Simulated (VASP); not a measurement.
```
CdTe
1.0
    0.00000     3.25096     3.25096
    3.25096     0.00000     3.25096
    3.25096     3.25096     0.00000
Cd Te
1 1
Cartesian
  0.00000   0.00000   0.00000
  1.62548   1.62548   1.62548
```

Computed with PBEsol GGA, VASP's PBE PAW potentials (set 64) (plane waves; VASP 6.6.1). Numerical set-up: 500 eV cut-off, 7×7×7 Γ-centred mesh, Gaussian smearing of 0.050 eV, potentials Cd Te.

Unless said otherwise, spin-orbit coupling is left out, though it shifts the bands of the heavy elements here.

Task: Estimate the energy per atom (σ→0), band gap (on the k-mesh) with the smallest direct gap where there is one.

Result: 
```json
{
  "band gap (on the k-mesh)": "0.63 eV",
  "smallest direct gap (on the k-mesh)": "0.63 eV",
  "energy per atom (σ→0)": "-2.744 eV/atom"
}
```

The absolute energy has meaning only against runs of the same code, potentials and settings.

The compound is CdTe in the zinc blende structure. It was relaxed first.
